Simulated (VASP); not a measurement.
**CuRh2S4 (Cuprorhodsite): structure and properties in VASP**

What structure and properties does PBEsol give CuRh2S4 (Cuprorhodsite), and how near are they to the measured ones? The steps: relaxing cell and atoms (PBEsol), second relaxation, single point with fields (PBEsol), band structure (PBEsol), density of states (PBEsol), core levels (PBEsol), field gradients at the nuclei (PBEsol), volume scan with PBEsol and fit for PBEsol. The start is a cell from a database of measured crystal structures.

Program: VASP 6.6.1. Level of theory: PBEsol, no spin polarisation; plane waves and PAW (Cu, Rh_pv, S). Results are calculated unless marked as measured.

Experimental background.

“Electronic Structure of Cu(1-x)NixRh2S4 and CuRh2Se4: Band Structure Calculations, X-ray Photoemission and Fluorescence Measurements” (1999, arxiv:cond-mat/9906209) reports for CuRh2S4, cubic spinel, by X-ray diffraction (sintered powder, solid-state reaction at 850 C): lattice constant a (cubic lattice constant, x = 0) 9.79 Å [sintered powder; temperature of diffraction measurement not stated].

Report form: the programs' logs are mostly left out.

## 1. Set-up

Before any relaxation, the start is as follows. The structure is cubic, space group Fd-3m (No. 227). The conventional cell has a = 9.791 Å, b = 9.791 Å, c = 9.791 Å, α = 90.00°, β = 90.00°, γ = 90.00°. Nearest to Cu lie 4 S at 2.27 Å. Nearest to Rh lie 6 S at 2.36 Å. S has 1 Cu at 2.27 Å and 3 Rh at 2.36 Å nearest. Farther neighbours and most contacts between anions are not listed.

## 2. Relaxing cell and atoms (PBEsol)

The start need not lie at this functional's minimum. ISIF = 3 frees volume, shape and positions, and EDIFFG sets the threshold on forces and stress at which the search stops. PBEsol restores the gradient expansion of exchange and is tuned for the cells of solids.

Contents of INCAR:

```
SYSTEM = CuRh2S4
PREC = Accurate
ENCUT = 400
EDIFF = 1E-06
NELM = 100
ISMEAR = 0
SIGMA = 0.05
LREAL = .FALSE.
ALGO = Normal
GGA = PS
NBANDS = 80
LASPH = .TRUE.
LORBIT = 11
LWAVE = .FALSE.
LCHARG = .FALSE.
KPAR = 8
IBRION = 2
NSW = 60
ISIF = 3
EDIFFG = -0.01
```

Contents of POSCAR:

```
CuRh2S4
1.0
    0.0000000000      4.8955000000      4.8955000000
    4.8955000000      0.0000000000      4.8955000000
    4.8955000000      4.8955000000      0.0000000000
Cu Rh S
2 4 8
Direct
    0.0000000000      0.0000000000      0.0000000000
    0.2500000000      0.2500000000      0.2500000000
    0.6250000000      0.6250000000      0.6250000000
    0.1250000000      0.6250000000      0.6250000000
    0.6250000000      0.6250000000      0.1250000000
    0.6250000000      0.1250000000      0.6250000000
    0.3840000000      0.3840000000      0.3840000000
    0.4020000000      0.8660000000      0.8660000000
    0.3840000000      0.3840000000      0.8480000000
    0.8660000000      0.4020000000      0.8660000000
    0.8480000000      0.3840000000      0.3840000000
    0.8660000000      0.8660000000      0.8660000000
    0.3840000000      0.8480000000      0.3840000000
    0.8660000000      0.8660000000      0.4020000000
```

Contents of KPOINTS:

```
Automatic mesh
0
Gamma
4 4 4
0 0 0
```

Potentials, in the order of the species: Cu, Rh_pv and S (PBE family, release 64).

The run is started by

```
mpirun -np 8 vasp_std
```

The job ended after 2.2 min (8 MPI ranks of Intel Xeon 6975P-C (Granite Rapids), shared host; peak memory 3.4 GiB).

This run has no spin polarisation, although Cu and Rh can carry a moment. The k-mesh is coarse for a metal. The PAW data sets were made with PBE, which is usual practice but a small mismatch for other functionals. The run keeps the 48 symmetry operations of its start, so it cannot find a distortion of lower symmetry.

The steps of the relaxation:

```csv
step,energy less that of the first step (eV),largest force (eV/Å),pressure (GPa),volume (Å³)
1,0.0000,0.1794,-3.33,234.65
2,0.0427,0.4211,4.72,223.01
3,-0.0584,0.0662,-0.08,229.51
4,-0.0584,0.0715,-0.03,229.41
5,-0.0596,0.0271,0.02,229.13
6,-0.0597,0.0006,0.07,228.96
```

```csv
"conventional cell, symmetrised",before,after,change
a (Å),9.791,9.711,-0.8 %
b (Å),9.791,9.711,-0.8 %
c (Å),9.791,9.711,-0.8 %
volume (Å³/atom),16.76,16.35,-2.4 %
```

Final coordinates:

```xyz
14
Lattice="0.0000 4.8556 4.8556 4.8556 0.0000 4.8556 4.8556 4.8556 0.0000" Properties=species:S:1:pos:R:3 pbc="T T T"
Cu    0.0000    0.0000    0.0000
Cu    2.4278    2.4278    2.4278
Rh    6.0695    6.0695    6.0695
Rh    6.0695    3.6417    3.6417
Rh    3.6417    3.6417    6.0695
Rh    3.6417    6.0695    3.6417
S     3.7285    3.7285    3.7285
S     8.4104    6.1563    6.1563
S     5.9826    5.9826    3.7285
S     6.1563    8.4104    6.1563
S     3.7285    5.9826    5.9826
S     8.4104    8.4104    8.4104
S     5.9826    3.7285    5.9826
S     6.1563    6.1563    8.4104
```

This step gave:

```yaml
electrons: 130
bands: 80
irreducible_k_points: 8
symmetry_operations: 48
free_energy_toten: -83.4479 eV
energy_at_zero_smearing: -83.4396 eV
fermi_energy: 7.042 eV
pressure: 0.06668 GPa
metallic: yes
scf_cycles_over_all_ionic_steps: 64
```

It ends with a largest force of 0.001 eV/Å and a pressure of 0.07 GPa. The volume lies -2.4 % from that of the database's start, which holds the thermal and zero-point expansion of its experiment.

## 3. Second relaxation

The basis stayed that of the start cell while the cell moved. A rerun from the cell reached resets it; the error of the finite cutoff stays.

INCAR is that of step 2.

Contents of POSCAR:

```
CuRh2S4
1.0
    0.0000000000      4.8555710460      4.8555710460
    4.8555710460      0.0000000000      4.8555710460
    4.8555710460      4.8555710460      0.0000000000
Cu Rh S
2 4 8
Direct
    0.0000000000      0.0000000000      0.0000000000
    0.2500000000      0.2500000000      0.2500000000
    0.6250000000      0.6250000000      0.6250000000
    0.1250000000      0.6250000000      0.6250000000
    0.6250000000      0.6250000000      0.1250000000
    0.6250000000      0.1250000000      0.6250000000
    0.3839428768      0.3839428768      0.3839428768
    0.4018286304      0.8660571232      0.8660571232
    0.3839428768      0.3839428768      0.8481713696
    0.8660571232      0.4018286304      0.8660571232
    0.8481713696      0.3839428768      0.3839428768
    0.8660571232      0.8660571232      0.8660571232
    0.3839428768      0.8481713696      0.3839428768
    0.8660571232      0.8660571232      0.4018286304
```

KPOINTS is that of step 2.

The run is started by

```
mpirun -np 8 vasp_std
```

Elapsed: 35 s, on 8 MPI ranks; peak memory 3.1 GiB; 4.4 min of CPU time.

Little changed from the start: no atom moved by 0.005 Å and no cell edge by 0.1 %.

This step gave:

```
free energy (TOTEN)             : -83.4339 eV
energy at zero smearing         : -83.4256 eV
pressure                        : 0.03917 GPa
SCF cycles over all ionic steps : 22
```

It ends with forces under 0.001 eV/Å and a pressure of 0.04 GPa. The volume moved by under 0.01 %: the run met its threshold at the first step.

## 4. Single point with fields (PBEsol)

A single point on the relaxed cell gives a clean self-consistent state, with density, ELF and potential written out.

INCAR: that of step 3 with these lines changed.

```diff
@@ -14,7 +14,5 @@
 LWAVE = .FALSE.
-LCHARG = .FALSE.
-KPAR = 8
-IBRION = 2
-NSW = 60
-ISIF = 3
-EDIFFG = -0.01
+LCHARG = .TRUE.
+ISIF = 2
+LELF = .TRUE.
+LVHAR = .TRUE.
```

POSCAR is that of step 3.

KPOINTS is that of step 3.

The run is started by

```
mpirun -np 8 vasp_std
```

Elapsed: 32 s, on 8 MPI ranks; peak memory 1.3 GiB; 4.1 min of CPU time.

This step gave:

```yaml
scf_cycles: 22
```

Valence electrons inside each PAW sphere by angular momentum. Sphere charges, by row:

```csv
atom,s (e),p (e),d (e),tot (e)
Cu1,0.419,0.446,9.168,10.03
Cu2,0.419,0.446,9.168,10.03
Rh3,0.389,6.353,7.174,13.92
Rh4,0.389,6.353,7.174,13.92
Rh5,0.389,6.353,7.174,13.92
Rh6,0.389,6.353,7.174,13.92
S7,1.328,2.319,0,3.646
S8,1.328,2.319,0,3.646
S9,1.328,2.319,0,3.646
S10,1.328,2.319,0,3.646
S11,1.328,2.319,0,3.646
S12,1.328,2.319,0,3.646
S13,1.328,2.319,0,3.646
S14,1.328,2.319,0,3.646
```

Valence density in the ac plane at fractional y = 0.384, with atoms of S within 0.2 Å of it. It is the smooth field of the valence electrons, not physical close to the nuclei.

Ten even steps from '0' (0.0 e/Å³) to '9' (1.1 e/Å³), each cell a mean:
```
0001489841000379973
2001488784100277467
5101386067310258349
6211258569521136879
5211125888521113577
2111112455321111223
0001111122211111000
0001222111111222100
0001355421112355310
0001489852112589741
1001487585212586684
3111387058411485078
5222259779521258689
5334435888521125888
3237842344321112344
1124742111111111111
0002332100000111000
0001232100000122100
0001355310000256520
```
Columns run along a (6.9 Å), rows up along c (6.9 Å). Atoms in or near the plane, at fractional coordinates: S at (0.38, 0.38), S at (0.38, 0.85), S at (0.87, 0.87), S at (0.85, 0.38).

Electrostatic potential energy in the ac plane at fractional y = 0.384, with atoms of S within 0.2 Å of it. With pseudopotentials it is smooth inside the atoms' cores, unlike the true potential.

Ten even steps from '_' (-92 eV) to '@' (4 eV), each cell a mean:
```
@@@@@@@@@@**++**%%@@@@@@@@@@**----**@@
@@@@@@@@%%++....==%%@@@@@@@@**..__..**
%%@@@@@@@@**..__..**@@@@@@@@%%--____--
%%@@@@@@@@%%==____==%%@@@@@@@@##--..--
%%@@@@@@@@@@%%++==++%%@@@@@@@@@@%%****
@@@@@@@@@@@@@@@@%%%%@@@@@@@@@@@@@@@@@@
@@@@@@@@@@@@@@@@@@@@@@@@@@@@@@@@@@@@@@
@@@@@@@@@@@@@@@@@@@@@@@@@@@@@@@@@@@@@@
@@@@@@@@@@%%%%@@@@@@@@@@@@@@%%%%@@@@@@
@@@@@@@@%%**==++%%@@@@@@@@%%++==**%%@@
@@@@@@@@%%++____==%%@@@@@@%%==__..==%%
@@@@@@@@@@**..____++@@@@@@@@++____..**
@@@@@@@@@@%%++..__==%%@@@@@@%%==....++
@@@@%%%%%%@@%%**++**%%@@@@@@@@%%**++**
@@@@%%####%%@@@@%%%%@@@@@@@@@@@@@@%%@@
@@@@@@%%##%%@@@@@@@@@@@@@@@@@@@@@@@@@@
@@@@@@@@%%%%@@@@@@@@@@@@@@@@@@@@@@@@@@
@@@@@@@@@@@@@@@@@@@@@@@@@@@@@@@@@@@@@@
@@@@@@@@@@@@@@@@@@@@@@@@@@@@%%%%%%@@@@
```
Columns run along a (6.9 Å; values clipped at the 3rd and 97th percentile), rows up along c (6.9 Å). Atoms in or near the plane, at fractional coordinates: S at (0.38, 0.38), S at (0.38, 0.85), S at (0.87, 0.87), S at (0.85, 0.38).

ELF in the ac plane at fractional y = 0.384, with atoms of S within 0.2 Å of it. It is the smooth field of the valence electrons, not physical close to the nuclei.

Ten even steps from '0' (0.04) to '9' (0.87), each cell a mean:
```
3015899985102788887
6214897788412687578
9512796369731588558
9621488568841269878
9631258888852136888
7521113677631112567
2211211234311121122
0002454211111354310
0014788631113688741
1015898874114788985
4114897577313786688
7213797358622685379
8311389778841388679
8311238999851158999
7311123788742124788
4211111345421111245
1111111111101232111
0012333210002566520
0014788741002799963
```
Columns run along a (6.9 Å), rows up along c (6.9 Å). Atoms in or near the plane, at fractional coordinates: S at (0.38, 0.38), S at (0.38, 0.85), S at (0.87, 0.87), S at (0.85, 0.38).

In this run the pressure is 0.04 GPa, small enough to go on.

## 5. Band structure (PBEsol)

Levels along the symmetry lines show where the bands peak and cross; KPOINTS_OPT computes them in the converged potential.

Contents of INCAR:

```
SYSTEM = CuRh2S4
PREC = Accurate
ENCUT = 400
EDIFF = 1E-06
NELM = 100
ISMEAR = 0
SIGMA = 0.05
LREAL = .FALSE.
ALGO = Normal
GGA = PS
NBANDS = 98
LASPH = .TRUE.
LORBIT = 11
LWAVE = .FALSE.
LCHARG = .FALSE.
KPAR = 8
```

POSCAR is that of step 4.

KPOINTS is that of step 4.

Contents of KPOINTS_OPT:

```
Line mode
12
Line-mode
Reciprocal
  0.00000000   0.00000000   0.00000000 GAMMA
  0.50000000   0.00000000   0.50000000 X

  0.50000000   0.00000000   0.50000000 X
  0.50000000   0.25000000   0.75000000 W

  0.50000000   0.25000000   0.75000000 W
  0.37500000   0.37500000   0.75000000 K

  0.37500000   0.37500000   0.75000000 K
  0.00000000   0.00000000   0.00000000 GAMMA

  0.00000000   0.00000000   0.00000000 GAMMA
  0.50000000   0.50000000   0.50000000 L

  0.50000000   0.50000000   0.50000000 L
  0.62500000   0.25000000   0.62500000 U

  0.62500000   0.25000000   0.62500000 U
  0.50000000   0.25000000   0.75000000 W

  0.50000000   0.25000000   0.75000000 W
  0.50000000   0.50000000   0.50000000 L

  0.50000000   0.50000000   0.50000000 L
  0.37500000   0.37500000   0.75000000 K

  0.62500000   0.25000000   0.62500000 U
  0.50000000   0.00000000   0.50000000 X
```

The run is started by

```
mpirun -np 8 vasp_std
```

Elapsed: 3.3 min, on 8 MPI ranks; peak memory 3.7 GiB; 26 min of CPU time.

Spin-orbit coupling is off here; it would split degenerate levels.

Numbers from this step:

```
SCF cycles   : 18
bands        : 98
Fermi energy : 7.043 eV
pressure     : -0.005488 GPa
```

The electronic bands at the labelled points (eV, zero at the Fermi level; # counts the bands kept):

```csv
point,#42,#43,#44,#45,#46,#47,#48,#49
Γ,-1.13,-1.13,-0.12,-0.12,-0.12,2.63,2.63,2.63
0.55 of the way,-0.85,-0.85,-0.70,0.07,0.07,1.62,1.66,1.66
X,-0.43,-0.25,-0.25,0.05,0.05,0.93,0.93,0.97
0.55 of the way,-0.57,-0.27,-0.27,0.05,0.05,0.98,0.98,1.29
W,-0.70,-0.27,-0.27,0.04,0.04,1.10,1.10,1.49
0.45 of the way,-0.66,-0.30,-0.28,-0.05,0.11,1.05,1.13,1.42
K,-0.49,-0.38,-0.31,-0.13,0.14,1.01,1.16,1.35
0.55 of the way,-0.99,-0.93,-0.41,-0.20,0.06,1.94,2.01,2.19
Γ,-1.13,-1.13,-0.12,-0.12,-0.12,2.63,2.63,2.63
0.45 of the way,-1.11,-1.03,-0.30,-0.09,-0.09,2.18,2.18,2.29
L,-0.53,-0.53,-0.43,-0.39,-0.39,1.66,1.83,1.83
0.45 of the way,-0.62,-0.60,-0.55,-0.25,-0.02,1.49,1.62,1.65
U,-0.49,-0.38,-0.31,-0.13,0.14,1.01,1.16,1.35
0.55 of the way,-0.66,-0.30,-0.28,-0.05,0.11,1.05,1.13,1.42
W,-0.70,-0.27,-0.27,0.04,0.04,1.10,1.10,1.49
0.55 of the way,-0.59,-0.54,-0.54,-0.23,0.02,1.45,1.54,1.61
L,-0.53,-0.53,-0.43,-0.39,-0.39,1.66,1.83,1.83
0.55 of the way,-0.60,-0.59,-0.52,-0.22,0.03,1.40,1.53,1.60
K,-0.49,-0.38,-0.31,-0.13,0.14,1.01,1.16,1.35
jump to U,-0.49,-0.38,-0.31,-0.13,0.14,1.01,1.16,1.35
0.45 of the way,-0.39,-0.34,-0.25,-0.01,0.09,0.90,1.00,1.10
X,-0.43,-0.25,-0.25,0.05,0.05,0.93,0.93,0.97
```

Of the projections kept (Cu, Rh, S), the largest for each band there; the rest of the weight can lie on other orbitals:

```csv
point,#42,#43,#44,#45,#46,#47,#48,#49
Γ,Rh 0.94,Rh 0.94,S 0.65,S 0.65,S 0.64,Rh 0.50,Rh 0.50,Rh 0.50
X,Rh 0.48,Rh 0.61,Rh 0.61,Rh 0.60,Rh 0.60,Rh 0.55,Rh 0.55,Rh 0.62
W,Rh 0.61,Rh 0.54,Rh 0.54,Rh 0.55,Rh 0.55,Rh 0.60,Rh 0.60,Rh 0.53
K,Rh 0.67,Rh 0.42,Rh 0.62,Rh 0.59,Rh 0.52,Rh 0.62,Rh 0.59,Rh 0.57
Γ,Rh 0.94,Rh 0.94,S 0.64,S 0.65,S 0.64,Rh 0.50,Rh 0.50,Rh 0.50
L,Rh 0.41,Rh 0.41,Rh 0.55,S 0.48,S 0.48,Rh 0.69,Rh 0.54,Rh 0.54
```

There is no gap at this level.

## 6. Density of states (PBEsol)

Here the states are counted by energy and projected on the atoms. The mesh is finer than in the run before.

INCAR: that of step 5 with these lines changed.

```diff
@@ -5,3 +5,3 @@
 NELM = 100
-ISMEAR = 0
+ISMEAR = -5
 SIGMA = 0.05
@@ -16 +16,2 @@
 KPAR = 8
+NEDOS = 2001
```

POSCAR is that of step 5.

Contents of KPOINTS:

```
Automatic mesh
0
Gamma
5 5 5
0 0 0
```

The run is started by

```
mpirun -np 8 vasp_std
```

Run time: 41 s. Hardware: 8 MPI ranks; peak memory 3.1 GiB.

With tetrahedra the forces and stress of a metal are not exact derivatives of the energy.

This step gave:

```
irreducible k-points   : 10
free energy (TOTEN)    : -83.4488 eV
Fermi energy           : 7.010 eV
pressure               : -0.03870 GPa
DOS at the Fermi level : 9.335 states/eV/cell
```

The density of states has structure finer than the step of the table below, so its rows give means over 0.5 eV, whole bins alone (the curve runs from -12.0 to 2.39 eV). Peaks (eV: height): total -4.99: 30.1, -2.53: 47.2, -2.14: 25.0, -1.35: 25.6; Rh d -4.99: 13.8, -2.53: 13.0, -1.55: 11.1, -1.35: 17.2; Cu d -2.53: 27.7, -2.14: 10.1; S p -5.98: 4.46, -5.48: 6.31, -5.09: 8.16, -4.01: 5.09; Rh p -5.39: 0.497, -4.50: 0.418, -4.01: 0.516, -2.14: 0.440.

States under -12.0 eV and over 2.4 eV are left out. Table of density of states by energy, zero at the Fermi level; means over each step; 7 of 9 lines; values in states/eV/cell:

```csv
energy (eV),total,Rh d,Cu d,S p,Rh p,S s,Cu p
-8.0,0,0,0,0,0,0,0
-7.5,0.266,0.0444,0.00186,0.0743,6.5e-4,0.00324,0.00142
-7.0,1.50,0.269,0.0219,0.425,0.0111,0.0217,0.0167
-6.5,6.47,1.17,0.0827,1.91,0.0636,0.0538,0.0603
-6.0,11.8,2.21,0.435,3.55,0.133,0.141,0.112
-5.5,15.2,4.52,0.654,4.37,0.295,0.0800,0.102
-5.0,16.9,6.78,0.891,4.66,0.0980,0.0784,0.123
-4.5,11.4,2.18,1.72,3.37,0.287,0.0561,0.0817
-4.0,13.9,2.52,2.60,3.91,0.389,0.0631,0.126
-3.5,5.52,1.36,1.23,1.26,0.0861,0.0468,0.0346
-3.0,10.7,2.25,4.41,1.64,0.119,0.0460,0.0357
-2.5,23.4,6.14,13.0,1.19,0.121,0.0849,0.0414
-2.0,18.7,4.88,6.76,2.97,0.315,0.225,0.164
-1.5,16.9,9.68,1.72,1.95,0.193,0.0961,0.198
-1.0,12.6,6.85,1.24,1.78,0.181,0.0800,0.222
-0.5,10.7,4.46,1.29,2.35,0.253,0.0952,0.216
0.0,8.10,2.32,1.01,2.85,0.234,0.0180,0.0820
0.5,0,0,0,0,0,0,0
1.0,1.65,0.706,0.0984,0.275,0.00849,0.0698,0.0185
1.5,7.96,3.41,0.328,1.57,0.0449,0.372,0.0754
2.0,11.6,4.84,0.315,2.97,0.0445,0.373,0.103
```

The finer mesh and the other smearing move the Fermi level by -0.03 eV from the 4×4×4 run, a small shift, which tests the Fermi level alone. Of the states within 0.3 eV of the Fermi level, the largest shares in the PAW spheres are S p 35 %, Rh d 29 % and Cu d 12 %. The rest lies in smaller channels or between the spheres.

## 7. Core levels (PBEsol)

Core levels shift with the potential at each site, so they tell like atoms on unlike sites apart.

Contents of INCAR:

```
SYSTEM = CuRh2S4
PREC = Accurate
ENCUT = 400
EDIFF = 1E-06
NELM = 100
ISMEAR = 0
SIGMA = 0.05
LREAL = .FALSE.
ALGO = Normal
GGA = PS
NBANDS = 80
LASPH = .TRUE.
LORBIT = 11
LWAVE = .FALSE.
LCHARG = .FALSE.
KPAR = 8
ICORELEVEL = 1
```

POSCAR is that of step 6.

Contents of KPOINTS:

```
Automatic mesh
0
Gamma
4 4 4
0 0 0
```

The run is started by

```
mpirun -np 8 vasp_std
```

Wall time 34 s (8 MPI ranks); peak memory 3 GiB.

These are scalar-relativistic Kohn-Sham levels of the ground state, with no core hole, so they are not binding energies.

Numbers from this step:

```
SCF cycles           : 22
bands                : 80
irreducible k-points : 8
free energy (TOTEN)  : -83.4339 eV
Fermi energy         : 7.042 eV
pressure             : 0.03917 GPa
```

Kohn-Sham core levels. Core levels, by row, the first 40 of 62 rows:

```csv
atom,shell,level below the Fermi level (eV)
Cu1,1s,8849
Cu1,2s,1061
Cu1,2p,915.6
Cu1,3s,112.6
Cu1,3p,69.98
Cu2,1s,8849
Cu2,2s,1061
Cu2,2p,915.6
Cu2,3s,112.6
Cu2,3p,69.98
Rh3,1s,23031
Rh3,2s,3336
Rh3,2p,2989
Rh3,3s,593.4
Rh3,3p,479.4
Rh3,3d,297.2
Rh3,4s,78.77
Rh4,1s,23031
Rh4,2s,3336
Rh4,2p,2989
Rh4,3s,593.4
Rh4,3p,479.4
Rh4,3d,297.2
Rh4,4s,78.77
Rh5,1s,23031
Rh5,2s,3336
Rh5,2p,2989
Rh5,3s,593.4
Rh5,3p,479.4
Rh5,3d,297.2
Rh5,4s,78.77
Rh6,1s,23031
Rh6,2s,3336
Rh6,2p,2989
Rh6,3s,593.4
Rh6,3p,479.4
Rh6,3d,297.2
Rh6,4s,78.77
S7,1s,2400
S7,2s,206.3
```

Atoms of one element give levels within 0.1 eV of each other.

## 8. Field gradients at the nuclei (PBEsol)

Field gradients probe how far the charge around each nucleus departs from cubic symmetry; LASPH keeps the non-spherical terms inside the spheres.

INCAR: that of step 7 with these lines changed.

```diff
@@ -3,3 +3,3 @@
 ENCUT = 400
-EDIFF = 1E-06
+EDIFF = 1E-07
 NELM = 100
@@ -16,2 +16,2 @@
 KPAR = 8
-ICORELEVEL = 1
+LEFG = .TRUE.
```

POSCAR is that of step 7.

KPOINTS is that of step 7.

The run is started by

```
mpirun -np 8 vasp_std
```

The job ended after 31 s (8 MPI ranks; peak memory 3.1 GiB; 4 min of CPU time).

Numbers from this step:

```yaml
scf_cycles: 23
fermi_energy: 7.043 eV
pressure: 0.02685 GPa
```

Electric field gradients, by row:

```csv
atom,Vxx (V/Å²),Vyy (V/Å²),Vzz (V/Å²),asymmetry
Cu1,0.002,0.002,-0.003,-
Cu2,0.002,0.002,-0.003,-
Rh3,23.36,23.36,-46.72,0
Rh4,23.36,23.35,-46.71,0
Rh5,23.36,23.35,-46.71,0
Rh6,23.36,23.35,-46.71,0
S7,4.182,4.182,-8.364,0
S8,4.183,4.182,-8.364,0
S9,4.183,4.182,-8.364,0
S10,4.183,4.182,-8.364,0
S11,4.183,4.182,-8.364,0
S12,4.182,4.182,-8.364,0
S13,4.183,4.182,-8.364,0
S14,4.183,4.182,-8.364,0
```

The largest gradient, -46.72 V/Å², sits on Rh3 and like sites; the stable nuclei of Rh have no quadrupole moment in their ground state, so NMR and NQR don't see it.

## 9. Volume scan with PBEsol, volume scale 0.94

An equation of state needs energies on both sides of the minimum, all on one mesh and cutoff.

INCAR: that of step 8 with these lines changed.

```diff
@@ -3,3 +3,3 @@
 ENCUT = 400
-EDIFF = 1E-07
+EDIFF = 1E-06
 NELM = 100
@@ -16,2 +16,2 @@
 KPAR = 8
-LEFG = .TRUE.
+ISIF = 2
```

POSCAR: that of step 8 with these lines changed.

```diff
@@ -2,5 +2,5 @@
 1.0
-    0.0000000000      4.8555710460      4.8555710460
-    4.8555710460      0.0000000000      4.8555710460
-    4.8555710460      4.8555710460      0.0000000000
+    0.0000000000      4.7564499465      4.7564499465
+    4.7564499465      0.0000000000      4.7564499465
+    4.7564499465      4.7564499465      0.0000000000
 Cu Rh S
```

KPOINTS is that of step 8.

The run is started by

```
mpirun -np 8 vasp_std
```

It took 26 s on 8 MPI ranks; peak memory 3 GiB.

The scan keeps the cell's shape and the fractional positions fixed.

This step gave:

* SCF cycles: 20
* free energy (TOTEN): -82.9620 eV
* energy at zero smearing: -82.9548 eV
* Fermi energy: 7.945 eV
* pressure: 10.57 GPa

Force by atom:

```csv
atom,x (eV/Å),y (eV/Å),z (eV/Å),size
Cu1,0.000,0.000,0.000,0.000
Cu2,0.000,0.000,0.000,0.000
Rh3,0.000,0.000,0.000,0.000
Rh4,0.000,0.000,0.000,0.000
Rh5,0.000,0.000,0.000,0.000
Rh6,0.000,0.000,0.000,0.000
S7,-0.328,-0.328,-0.328,0.568
S8,0.328,-0.328,-0.328,0.568
S9,0.328,0.328,-0.328,0.568
S10,-0.328,0.328,-0.328,0.568
S11,-0.328,0.328,0.328,0.568
S12,0.328,0.328,0.328,0.568
S13,0.328,-0.328,0.328,0.568
S14,-0.328,-0.328,0.328,0.568
```

The pressure here is 10.57 GPa.

[end of part 1 of 2]

[Lines on the potential files, build, host, timing and source positions are cut from VASP's logs without a mark.]

[Logs are printed without paths, hosts, clocks, repeated set-up lines and the standing remarks that a program may print on its own settings, such as how far it seeks lower states.]

[Hosts, paths, dates, database ids (printed as entryN), source tags and the programs' standing remarks are cut or masked in the printed files.]

[A measured line is paired with the nearest computed mode of its activity, which favours agreement.]

[In band tables of VASP the shares of atoms and orbitals are scaled to a sum of 1 inside the atoms' spheres.]
